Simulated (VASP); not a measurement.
A VASP calculation is set up with these files.

### KPOINTS
```
Automatic mesh
0
Gamma
13 13 4
0 0 0
```

INCAR:
```
# general
SYSTEM = C
PREC   = Accurate
ENCUT  = 520   # plane-wave cut-off (eV)
LREAL  = .FALSE.   # projection in real space or not
LASPH  = .TRUE.   # aspherical one-centre terms

# electronic loop
EDIFF  = 1E-6   # SCF stop (eV)
NELM   = 100
ALGO   = Normal   # blocked Davidson
IMIX   = 4
AMIX   = 1.0
BMIX   = 3.0

# smearing
ISMEAR = 1   # Methfessel-Paxton
SIGMA  = 0.1

# functional
GGA    = PE   # PBE

# ions
ISIF   = 2   # forces and stress, cell fixed

# output
LWAVE  = .FALSE.
LCHARG = .FALSE.
```

File POSCAR:
```
C
1
    1.2546000000    -2.1730300000     0.0000000000
    1.2546000000     2.1730300000     0.0000000000
    0.0000000000     0.0000000000     6.8442000000
C
4
Direct
  0.0000000000   0.0000000000   0.2500000000
  0.0000000000   0.0000000000   0.7500000000
  0.3333330000   0.6666670000   0.2500000000
  0.6666670000   0.3333330000   0.7500000000
```

POTCAR, in this order: C (PBE.64 set). Program: vasp_std.

**Question.** Translate this PBE calculation to Quantum ESPRESSO's pw.x.

**Answer.** One equivalent input (not run):
```
&CONTROL
  calculation = 'scf'
  pseudo_dir = './pseudo'
  outdir = './out'
  tprnfor = .true.
  tstress = .true.
/
&SYSTEM
  ibrav = 0
  nat = 4
  ntyp = 1
  ecutwfc = 82
  occupations = 'smearing'
  smearing = 'methfessel-paxton'
  degauss = 0.00735
  input_dft = 'pbe'
/
&ELECTRONS
  conv_thr = 7.3e-08
  electron_maxstep = 100
/
ATOMIC_SPECIES
  C 12.011 C.upf
CELL_PARAMETERS angstrom
     1.2546000   -2.1730300    0.0000000
     1.2546000    2.1730300    0.0000000
     0.0000000    0.0000000    6.8442000
ATOMIC_POSITIONS crystal
  C    0.0000000  0.0000000  0.2500000
  C    0.0000000  0.0000000  0.7500000
  C    0.3333330  0.6666670  0.2500000
  C    0.6666670  0.3333330  0.7500000
K_POINTS automatic
  13 13 4 0 0 0
```
What does not carry over: the potentials are each code's own (VASP's PAW set, PseudoDojo norm-conserving files in pw.x), so ENCUT and ecutwfc are chosen apart and not converted; conv_thr bounds pw.x's estimated SCF error, while EDIFF bounds the energy change between steps.

The compound is C in the graphite structure. The cell was not relaxed at this level. The run is one of a series of settings (AMIX = 1.0, BMIX = 3.0, IMIX = 4 against the base run), some of them coarse on purpose.
